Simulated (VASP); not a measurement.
Computed with vdW-DF-cx, VASP's PBE PAW potentials (set 64) (plane waves; VASP).

VASP input:

**POSCAR**
```
InP
1
    0.0000000000     2.9478117328     2.9478117328
    2.9478117328     0.0000000000     2.9478117328
    2.9478117328     2.9478117328     0.0000000000
In P
1 1
Direct
  0.0000000000   0.0000000000   0.0000000000
  0.2500000000   0.2500000000   0.2500000000
```

INCAR:
```
SYSTEM = InP
PREC = Accurate
ENCUT = 520
EDIFF = 1E-7
NELM = 100
ALGO = Normal
LREAL = .FALSE.
LASPH = .TRUE.
ISMEAR = 0
SIGMA = 0.05
GGA = CX
LUSE_VDW = .TRUE.
AGGAC = 0.0
LMAXMIX = 4
LWAVE = .FALSE.
LCHARG = .FALSE.
ISIF = 2
```

File KPOINTS:
```
Automatic
0
Gamma
8 8 8
0 0 0
```

POTCAR, in this order: In_d P (PBE.64 set). Program: vasp_std.

Unless said otherwise, spin-orbit coupling is left out, though it shifts the bands of the heavy elements here.

Task: Predict the energy per atom (σ→0), band gap (on the k-mesh).

Result: 
| Item | Result |
|---|---|
| energy per atom (σ→0) | -2.052 eV/atom |
| band gap (on the k-mesh) | 0.54 eV |

### OSZICAR
```
...
DAV:   9    -0.410399069548E+01   -0.48070E-03   -0.18551E-03   935   0.681E-01    0.173E-01
DAV:  10    -0.410402780506E+01   -0.37110E-04   -0.18369E-04  1051   0.118E-01    0.116E-01
DAV:  11    -0.410406787455E+01   -0.40069E-04   -0.34605E-05   859   0.481E-02    0.310E-02
DAV:  12    -0.410407537813E+01   -0.75036E-05   -0.25408E-05   872   0.914E-02    0.161E-02
DAV:  13    -0.410407555430E+01   -0.17617E-06   -0.13403E-06   917   0.114E-02    0.139E-02
DAV:  14    -0.410407579056E+01   -0.23626E-06   -0.63050E-07   799   0.705E-03    0.375E-03
DAV:  15    -0.410407584510E+01   -0.54534E-07   -0.33638E-08   617   0.198E-03
   1 F= -.41040758E+01 E0= -.41040758E+01  d E =-.265104E-14
```

The compound is InP in the zinc blende structure. It was relaxed first.
